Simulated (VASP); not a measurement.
Method: r2SCAN meta-GGA, VASP's PBE PAW potentials (set 64) (plane waves; VASP).

VASP input:

### KPOINTS
```
Automatic mesh
0
Gamma
10 10 10
0 0 0
```

File POSCAR:
```
AuZn
3.1473170
  1.0000000733   0.0000000000   0.0000000000
  0.0000000000   1.0000000733   0.0000000000
  0.0000000000   0.0000000000   1.0000000733
Zn Au
1 1
Cart
  0.5000000367   0.5000000367   0.5000000367
  0.0000000000   0.0000000000   0.0635461887
```

**INCAR**
```
! general
SYSTEM  = AuZn
PREC    = Accurate
ENCUT   = 480
LREAL   = .FALSE.
LASPH   = .TRUE.

! electronic loop
EDIFF   = 1E-7
NELM    = 100
ALGO    = Normal
LMAXMIX = 6
LMIXTAU = .TRUE.

! smearing
ISMEAR  = 1
SIGMA   = 0.1

! functional
METAGGA = R2SCAN

! ions
ISIF    = 2

! output
LWAVE   = .FALSE.
LCHARG  = .FALSE.
```

POTCAR, in this order: Zn Au (PBE.64 set). Program: vasp_std.

The run wrote:

### OSZICAR
```
       N       E                     dE             d eps       ncg     rms          rms(c)
DAV:   1     0.633305815755E+02    0.63331E+02   -0.11559E+04  3828   0.193E+03
DAV:   2    -0.615537781901E+02   -0.12488E+03   -0.12124E+03  3941   0.338E+02
DAV:   3    -0.654222145203E+02   -0.38684E+01   -0.38603E+01  4606   0.707E+01
DAV:   4    -0.654463208388E+02   -0.24106E-01   -0.24105E-01  4382   0.482E+00
DAV:   5    -0.654466502602E+02   -0.32942E-03   -0.32942E-03  4662   0.572E-01    0.927E+00
DAV:   6    -0.598400006182E+02    0.56066E+01   -0.55214E+00  3836   0.300E+01    0.689E+00
DAV:   7    -0.598128291556E+02    0.27171E-01   -0.32386E-01  4249   0.796E+00    0.368E+00
DAV:   8    -0.598246187261E+02   -0.11790E-01   -0.23241E-01  4123   0.613E+00    0.961E-01
DAV:   9    -0.598683105183E+02   -0.43692E-01   -0.38678E-02  4018   0.328E+00    0.231E-01
DAV:  10    -0.598688831251E+02   -0.57261E-03   -0.56237E-03  4305   0.804E-01    0.733E-02
DAV:  11    -0.598690179495E+02   -0.13482E-03   -0.26375E-03  4165   0.597E-01    0.559E-02
DAV:  12    -0.598693115611E+02   -0.29361E-03   -0.30582E-04  3920   0.200E-01    0.262E-02
DAV:  13    -0.598692793986E+02    0.32162E-04   -0.52085E-05  4060   0.102E-01    0.107E-02
DAV:  14    -0.598693000376E+02   -0.20639E-04   -0.32211E-05  3976   0.797E-02    0.376E-03
DAV:  15    -0.598693017763E+02   -0.17387E-05   -0.28246E-06  4067   0.268E-02    0.153E-03
DAV:  16    -0.598693015220E+02    0.25432E-06   -0.16809E-07  3205   0.608E-03    0.885E-04
DAV:  17    -0.598693009050E+02    0.61699E-06   -0.13002E-07  2926   0.434E-03    0.588E-04
DAV:  18    -0.598693006544E+02    0.25055E-06   -0.10049E-07  2303   0.371E-03    0.231E-04
DAV:  19    -0.598693006293E+02    0.25109E-07   -0.10018E-08  1946   0.120E-03
   1 F= -.59869301E+02 E0= -.59869020E+02  d E =-.843159E-03
```

File OUTCAR:
```
------------------------ aborting loop because EDIFF is reached ----------------------------------------
  FORCE on cell =-STRESS in cart. coord.  units (eV):
  Direction    XX          YY          ZZ          XY          YZ          ZX
  --------------------------------------------------------------------------------------
  Total        0.6323239      0.6323239      0.1838191      0.0000000      0.0000000     -0.0000000
  in kB       32.4959035     32.4959035      9.4466886      0.0000000      0.0000000     -0.0000000
  external PRESSURE =      24.8128319 kB  Pullay stress =       0.0000000 kB
  volume of cell :       31.18
      direct lattice vectors                 reciprocal lattice vectors
     3.147317231  0.000000000  0.000000000     0.317730920  0.000000000  0.000000000
     0.000000000  3.147317231  0.000000000     0.000000000  0.317730920  0.000000000
     0.000000000  0.000000000  3.147317231     0.000000000  0.000000000  0.317730920
 POSITION                                       TOTAL-FORCE (eV/Angst)
 -----------------------------------------------------------------------------------
      1.57366      1.57366      1.57366         0.000000      0.000000      0.685724
      0.00000      0.00000      0.20000        -0.000000      0.000000     -0.685724
 -----------------------------------------------------------------------------------
    total drift:                                0.000000      0.000000     -0.005326
  FREE ENERGIE OF THE ION-ELECTRON SYSTEM (eV)
  ---------------------------------------------------
  free  energy   TOTEN  =       -59.8693006293 eV

  energy  without entropy=      -59.8684574701  energy(sigma->0) =      -59.86901958
```
(Selected blocks of OUTCAR.)

The compound is AuZn in the CsCl type structure. This cell was strained or had an atom moved on purpose. The electron count is odd and the run is not spin-polarised, which forces a metal.
